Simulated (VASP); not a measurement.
Level of theory: PBE GGA, VASP's PBE PAW potentials (set 64) (plane waves; VASP).

The input files of a VASP run:

### POSCAR
```
AlO48Si23
1.0
  5.0055664148  -8.6698955938   0.0000000000
  5.0055664148   8.6698955938   0.0000000000
  0.0000000000   0.0000000000  10.9866506686
Si O Al
23 48 1
Cartesian
  1.1755572725   2.0361249802   1.8311011203
  2.6544518698   0.0000000000   0.0000000000
  1.1755572725  -2.0361249802   3.6622242140
  1.1755572725   2.0361249802   7.3244264546
  2.6544518698   0.0000000000   5.4933253343
  1.1755572725  -2.0361249802   9.1555495483
  3.6783404799   6.3710727771   1.8311011203
  5.1572350772   4.3349477969   0.0000000000
  3.6783404799   2.2988228167   3.6622242140
  3.6783404799   6.3710727771   7.3244264546
  5.1572350772   4.3349477969   5.4933253343
  3.6783404799   2.2988228167   9.1555495483
  3.6289055060  -2.2877080105   1.8678844268
  5.1572350772  -4.3349477969   0.0000000000
  8.6839068947   2.2988228167   3.6622242140
  3.6783404799  -2.2988228167   7.3244264546
  5.1570748990  -4.3548885568   5.5155513286
  8.6839068947   2.2988228167   9.1555495483
  6.1811236873   2.0361249802   1.8311011203
  7.6600182846  -0.0000000000   0.0000000000
  6.1811236873   2.0361249802   7.3244264546
  7.7097235591  -0.0045430253   5.4971267154
  6.1811236873  -2.0361249802   9.1555495483
  1.7028936943   0.6355033470   1.1768460730
  3.6037575403   1.1569975670   4.8390702870
  2.2016983875  -2.5424468829   2.4853561676
  3.6037575403  -1.1569975670   0.6542550473
  1.7028936943  -0.6355033470   4.3164792613
  2.2016983875   2.5424468829   3.0079691667
  1.7028936943   0.6355033470   6.6701823940
  3.6037575403   1.1569975670  10.3323956213
  2.2016983875  -2.5424468829   7.9786815019
  3.6037575403  -1.1569975670   6.1475803816
  1.7028936943  -0.6355033470   9.8098045956
  2.2016983875   2.5424468829   8.5012945010
  4.2056769017   4.9704511439   1.1768460730
  6.1065407477   5.4919453639   4.8390702870
  4.7044815949   1.7925009140   2.4853561676
  6.1065407477   3.1779502299   0.6542550473
  4.2056769017   3.6994444499   4.3164792613
  4.7044815949   6.8773946798   3.0079691667
  4.2056769017   4.9704511439   6.6701823940
  6.1065407477   5.4919453639  10.3323956213
  4.7044815949   1.7925009140   7.9786815019
  6.1065407477   3.1779502299   6.1475803816
  4.2056769017   3.6994444499   9.8098045956
  4.7044815949   6.8773946798   8.5012945010
  4.2056769017  -3.6994444499   1.1768460730
  6.1499340030  -3.1827620220   4.8280726497
  4.7044815949  -6.8773946798   2.4853561676
  6.1065407477  -5.4919453639   0.6542550473
  4.2056769017  -4.9704511439   4.3164792613
  4.6563030182  -1.7719445916   3.0375891769
  4.2056769017  -3.6994444499   6.6701823940
  6.1065407477  -3.1779502299  10.3323956213
  4.7044815949  -6.8773946798   7.9786815019
  6.1065407477  -5.4919453639   6.1475803816
  4.2056769017  -4.9704511439   9.8098045956
  4.7044815949  -1.7925009140   8.5012945010
  6.7084601091   0.6355033470   1.1768460730
  8.6093239551   1.1569975670   4.8390702870
  7.2407270138  -2.5033369839   2.5233260324
  8.6093239551  -1.1569975670   0.6542550473
  6.6867509676  -0.6402284401   4.2891444744
  7.2072648023   2.5424468829   3.0079691667
  6.7084601091   0.6355033470   6.6701823940
  8.6093239551   1.1569975670  10.3323956213
  7.2072648023  -2.5424468829   7.9786815019
  8.6093239551  -1.1569975670   6.1475803816
  6.7084601091  -0.6355033470   9.8098045956
  7.2072648023   2.5424468829   8.5012945010
  6.2315047133  -2.0107828754   3.6144982035
```

### INCAR
```
! general
SYSTEM = AlO48Si23
PREC   = Normal
ENCUT  = 400
LREAL  = Auto
LASPH  = .TRUE.
ISYM   = 0
NELECT = 382.0

! electronic loop
EDIFF  = 1E-5
NELM   = 100
NELMIN = 4
ALGO   = Fast

! smearing
ISMEAR = 0
SIGMA  = 0.05

! functional
GGA    = PE

! ions
IBRION = 2
NSW    = 60
ISIF   = 2
EDIFFG = -0.03

! output
LWAVE  = .FALSE.
LCHARG = .FALSE.
```

KPOINTS:
```
Automatic mesh
0
Gamma
1 1 1
0 0 0
```

POTCAR, in this order: Si O Al (PBE.64 set). Program: vasp_gam.

The cell is charged, with a uniform compensating background. The supercell is sampled at Γ alone, which is coarse: total energies, pressure and levels can be off, energies of defects by several tenths of an eV.

Q: Estimate the energy per atom (σ→0).

A: 
The energy per atom (σ→0) is -7.873 eV/atom.

### OSZICAR
```
...
DAV:   1    -0.566876229008E+03   -0.15808E-03   -0.21322E-01   458   0.115E+00    0.130E-01
RMM:   2    -0.566877357304E+03   -0.11283E-02   -0.45002E-03   458   0.157E-01    0.397E-01
RMM:   3    -0.566876411737E+03    0.94557E-03   -0.59302E-04   458   0.595E-02    0.861E-02
RMM:   4    -0.566876641017E+03   -0.22928E-03   -0.14938E-04   441   0.304E-02    0.101E-01
RMM:   5    -0.566876562028E+03    0.78989E-04   -0.42548E-05   333   0.146E-02    0.248E-02
RMM:   6    -0.566876573878E+03   -0.11850E-04   -0.35436E-05   324   0.126E-02    0.244E-02
RMM:   7    -0.566876569015E+03    0.48632E-05   -0.93820E-06   268   0.606E-03
  49 F= -.56687657E+03 E0= -.56684144E+03  d E =-.495208E-03
```

The cell is a supercell with a defect, built from SiO2 (quartz): Al_Si, charge +1. The run is not spin-polarised, so no state with unpaired spins was tried.
